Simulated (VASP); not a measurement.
Data:

```
CELL_PARAMETERS angstrom
      4.31588     0.00000     0.00000
     -2.15794     3.73767     0.00000
      0.00000     0.00000     7.06842
ATOMIC_POSITIONS crystal
  Ti 0.66667 0.33333 0.00000
  Ti 0.33333 0.66667 0.50000
  Se 0.66667 0.33333 0.62520
  Se 0.33333 0.66667 0.12520
```

Calculation: PBE GGA + U (Dudarev), VASP's PBE PAW potentials (set 64) (plane waves; VASP). Run with 400 eV cut-off, 6×6×3 Γ-centred mesh, Gaussian smearing of 0.050 eV, potentials Ti_sv Se, U − J: Ti 2.00 eV.

Problem. Give the force on each atom (eV/Å).

Solution. 
```tsv
atom	Fx	Fy	Fz
Ti1	0.000	0.000	-0.231
Ti2	0.000	0.000	-0.231
Se3	0.000	0.000	0.231
Se4	0.000	0.000	0.231
```

Problem. Give the stress tensor in GPa (positive for a compressed cell).

Solution. 
```
-8.32   0.00   0.00
 0.00  -8.32   0.00
 0.00   0.00  -7.37
```
The pressure is its mean diagonal, -8.00 GPa.

The structure was generated: TiSe was put into the wurtzite type (P6_3mc), which need not be its known phase. The cell was not relaxed at this level. The run is one of a series of settings (LDAU = .TRUE., LDAUJ = 0 0, LDAUL = 2 -1, LDAUTYPE = 2, LDAUU = 2.0 0 against the base run), some of them coarse on purpose.
